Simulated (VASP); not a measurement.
Method: PBEsol GGA, VASP's PBE PAW potentials (set 64) (plane waves; VASP).

VASP ran on this input.

INCAR:
```
EDIFFG = -0.01   # ionic stop
GGA = PS
ISIF = 3
IBRION = 2   # conjugate gradients
PREC = Accurate
LWAVE = .FALSE.
SIGMA = 0.1   # width (eV)
ENCUT = 400
EDIFF = 1E-6   # SCF stop (eV)
LCHARG = .FALSE.
ISMEAR = 1   # Methfessel-Paxton
LMAXMIX = 4   # l cut-off of mixed one-centre charges
SYSTEM = VSi
LASPH = .TRUE.   # aspherical one-centre terms
NELM = 100
NSW = 60
LREAL = .FALSE.   # projection in real space or not
ALGO = Normal   # blocked Davidson
```

File POSCAR:
```
VSi
1
    0.0000000000     2.4166476498     2.4166476498
    2.4166476498     0.0000000000     2.4166476498
    2.4166476498     2.4166476498     0.0000000000
Si V
1 1
Direct
  0.0000000000   0.0000000000   0.0000000000
  0.5000000000   0.5000000000   0.5000000000
```

File KPOINTS:
```
Automatic mesh
0
Gamma
12 12 12
0 0 0
```

POTCAR, in this order: Si V_sv (PBE.64 set). Program: vasp_std.

The run wrote:

File OUTCAR:
```
 ion  position               nearest neighbor table
   1  0.000  0.000  0.000-   2 2.42   2 2.42   2 2.42   2 2.42   2 2.42   2 2.42
   2  0.500  0.500  0.500-   1 2.42   1 2.42   1 2.42   1 2.42   1 2.42   1 2.42
  LATTYP: Found a face centered cubic cell.
 ALAT       =     4.8332952996
 Subroutine PRICEL returns:
 Original cell was already a primitive cell.
 Subroutine GETGRP returns: Found 48 space group operations
The static configuration has the point symmetry O_h .
The dynamic configuration has the point symmetry O_h .
 Subroutine INISYM returns: Found 48 space group operations
 Subroutine IBZKPT returns following result:
 Found     72 irreducible k-points:

 Following reciprocal coordinates:
            Coordinates               Weight
  0.000000  0.000000  0.000000      1.000000
  0.083333  0.000000  0.000000      8.000000
  0.166667  0.000000  0.000000      8.000000
  0.250000  0.000000  0.000000      8.000000
  0.333333  0.000000  0.000000      8.000000
  0.416667  0.000000  0.000000      8.000000
  0.500000  0.000000  0.000000      4.000000
  0.083333  0.083333  0.000000      6.000000
  0.166667  0.083333  0.000000     24.000000
  0.250000  0.083333  0.000000     24.000000
  0.333333  0.083333  0.000000     24.000000
  0.416667  0.083333  0.000000     24.000000
  0.500000  0.083333  0.000000     24.000000
 -0.416667  0.083333  0.000000     24.000000
 -0.333333  0.083333  0.000000     24.000000
 -0.250000  0.083333  0.000000     24.000000
 -0.166667  0.083333  0.000000     24.000000
 -0.083333  0.083333  0.000000     12.000000
  0.166667  0.166667  0.000000      6.000000
  0.250000  0.166667  0.000000     24.000000
  0.333333  0.166667  0.000000     24.000000
  0.416667  0.166667  0.000000     24.000000
  0.500000  0.166667  0.000000     24.000000
 -0.416667  0.166667  0.000000     24.000000
 -0.333333  0.166667  0.000000     24.000000
 -0.250000  0.166667  0.000000     24.000000
 -0.166667  0.166667  0.000000     12.000000
  0.250000  0.250000  0.000000      6.000000
  0.333333  0.250000  0.000000     24.000000
  0.416667  0.250000  0.000000     24.000000
  0.500000  0.250000  0.000000     24.000000
 -0.416667  0.250000  0.000000     24.000000
 -0.333333  0.250000  0.000000     24.000000
 -0.250000  0.250000  0.000000     12.000000
  0.333333  0.333333  0.000000      6.000000
  0.416667  0.333333  0.000000     24.000000
  0.500000  0.333333  0.000000     24.000000
 -0.416667  0.333333  0.000000     24.000000
 -0.333333  0.333333  0.000000     12.000000
  0.416667  0.416667  0.000000      6.000000
   k-points           NKPTS =     72   k-points in BZ     NKDIM =     72   number of bands    NBANDS=     12
   number of dos      NEDOS =    301   number of ions     NIONS =      2
   total plane-waves  NPLWV =  13824
   dimension x,y,z NGX =    24 NGY =   24 NGZ =   24
   dimension x,y,z NGXF=    48 NGYF=   48 NGZF=   48
   ions per type =               1   1
   PREC   = accura    normal or accurate (medium, high low for compatibility)
   ISTART =      0    job   : 0-new  1-cont  2-samecut
   ICHARG =      2    charge: 1-file 2-atom 10-const
   ISPIN  =      1    spin polarized calculation?
   LNONCOLLINEAR =      F non collinear calculations
   LSORBIT =      F    spin-orbit coupling
   INIWAV =      1    electr: 0-lowe 1-rand  2-diag
   ENCUT  =  400.0 eV  29.40 Ry    5.42 a.u.   5.57  5.57  5.57*2*pi/ulx,y,z
   NELM   =    100;   NELMIN=  2; NELMDL= -5     # of ELM steps
   EDIFF  = 0.1E-05   stopping-criterion for ELM
   LREAL  =      F    real-space projection
   NLSPLINE    = F    spline interpolate recip. space projectors
   LMAXMIX     =    4 max onsite mixed and CHGCAR
...
```

**OSZICAR**
```
       N       E                     dE             d eps       ncg     rms          rms(c)
DAV:   1     0.115055884049E+03    0.11506E+03   -0.91361E+03  1872   0.114E+03
DAV:   2    -0.145378391621E+02   -0.12959E+03   -0.12625E+03  1760   0.362E+02
DAV:   3    -0.182120808953E+02   -0.36742E+01   -0.35335E+01  2236   0.613E+01
DAV:   4    -0.182632985712E+02   -0.51218E-01   -0.51136E-01  1936   0.708E+00
DAV:   5    -0.182642300093E+02   -0.93144E-03   -0.93137E-03  2200   0.904E-01    0.231E+01
DAV:   6    -0.167983361251E+02    0.14659E+01   -0.34912E+01  1928   0.632E+01    0.105E+01
DAV:   7    -0.155097164815E+02    0.12886E+01   -0.10736E+01  1772   0.364E+01    0.572E+00
DAV:   8    -0.154639187477E+02    0.45798E-01   -0.52258E-01  1860   0.760E+00    0.877E-01
DAV:   9    -0.154578564405E+02    0.60623E-02   -0.18513E-02  1948   0.181E+00    0.438E-01
DAV:  10    -0.154571313441E+02    0.72510E-03   -0.61133E-03  2000   0.803E-01    0.214E-01
DAV:  11    -0.154571095286E+02    0.21815E-04   -0.24599E-04  1956   0.174E-01    0.299E-02
DAV:  12    -0.154571072761E+02    0.22525E-05   -0.33064E-05  2012   0.684E-02    0.179E-02
DAV:  13    -0.154571062446E+02    0.10315E-05   -0.17185E-06  1692   0.160E-02    0.908E-03
DAV:  14    -0.154571060232E+02    0.22137E-06   -0.82477E-07   964   0.882E-03
   1 F= -.15457106E+02 E0= -.15457164E+02  d E =-.154571E+02
       N       E                     dE             d eps       ncg     rms          rms(c)
DAV:   1    -0.154673106253E+02   -0.10204E-01   -0.16405E-01  1760   0.639E+00    0.114E+00
DAV:   2    -0.154653570655E+02    0.19536E-02   -0.14923E-01  1804   0.446E+00    0.895E-01
DAV:   3    -0.154572906036E+02    0.80665E-02   -0.36907E-02  1804   0.216E+00    0.112E-01
DAV:   4    -0.154571220877E+02    0.16852E-03   -0.90164E-04  1728   0.331E-01    0.460E-02
DAV:   5    -0.154571207736E+02    0.13141E-05   -0.12008E-05  2152   0.339E-02    0.294E-02
DAV:   6    -0.154571212634E+02   -0.48981E-06   -0.21556E-06  1724   0.171E-02
   2 F= -.15457121E+02 E0= -.15457178E+02  d E =-.152402E-04
       N       E                     dE             d eps       ncg     rms          rms(c)
DAV:   1    -0.154595611292E+02   -0.24404E-02   -0.36719E-02  1764   0.303E+00    0.547E-01
DAV:   2    -0.154593649712E+02    0.19616E-03   -0.36836E-02  1828   0.221E+00    0.449E-01
DAV:   3    -0.154572481270E+02    0.21168E-02   -0.89377E-03  1812   0.106E+00    0.473E-02
DAV:   4    -0.154572193150E+02    0.28812E-04   -0.30245E-04  1748   0.129E-01    0.261E-02
DAV:   5    -0.154572143160E+02    0.49991E-05   -0.12016E-05  1824   0.391E-02    0.152E-02
DAV:   6    -0.154572131388E+02    0.11771E-05   -0.31158E-06  1792   0.157E-02    0.275E-03
DAV:   7    -0.154572130815E+02    0.57354E-07   -0.28781E-07   888   0.646E-03
   3 F= -.15457213E+02 E0= -.15457271E+02  d E =-.107058E-03
```

**OUTCAR**
```
------------------------ aborting loop because EDIFF is reached ----------------------------------------
  FORCE on cell =-STRESS in cart. coord.  units (eV):
  Direction    XX          YY          ZZ          XY          YZ          ZX
  --------------------------------------------------------------------------------------
  Total        0.0020888      0.0020888      0.0020888     -0.0000000      0.0000000      0.0000000
  in kB        0.1188999      0.1188999      0.1188999     -0.0000000      0.0000000      0.0000000
  external PRESSURE =       0.1188999 kB  Pullay stress =       0.0000000 kB
  volume of cell :       28.15
      direct lattice vectors                 reciprocal lattice vectors
    -0.000000000  2.414338436  2.414338436    -0.207096069  0.207096069  0.207096069
     2.414338436  0.000000000  2.414338436     0.207096069 -0.207096069  0.207096069
     2.414338436  2.414338436  0.000000000     0.207096069  0.207096069 -0.207096069
 POSITION                                       TOTAL-FORCE (eV/Angst)
 -----------------------------------------------------------------------------------
      0.00000      0.00000      0.00000        -0.000000     -0.000000     -0.000000
      2.41434      2.41434      2.41434         0.000000      0.000000      0.000000
 -----------------------------------------------------------------------------------
    total drift:                               -0.000000     -0.000000      0.000000
  FREE ENERGIE OF THE ION-ELECTRON SYSTEM (eV)
  ---------------------------------------------------
  free  energy   TOTEN  =       -15.4572130815 eV

  energy  without entropy=      -15.4573857815  energy(sigma->0) =      -15.45727065

 reached required accuracy - stopping structural energy minimisation
```
(Selected blocks of OUTCAR.)

File CONTCAR:
```
VSi
   1.00000000000000
    -0.0000000000000000    2.4143384355296176    2.4143384355296176
     2.4143384355296176    0.0000000000000000    2.4143384355296176
     2.4143384355296176    2.4143384355296176    0.0000000000000000
  Si              V
     1     1
Direct
     0.0000000000000000    0.0000000000000000    0.0000000000000000
     0.5000000000000000    0.5000000000000000    0.5000000000000000
```

The structure was generated: VSi was put into the rocksalt type (Fm-3m), which need not be its known phase. This run relaxes it. Symmetry was kept, so distortions that lower it aren't found. The start is the result of an earlier pass. The run is not spin-polarised, so no magnetic state was tried. The electron count is odd and the run is not spin-polarised, which forces a metal.
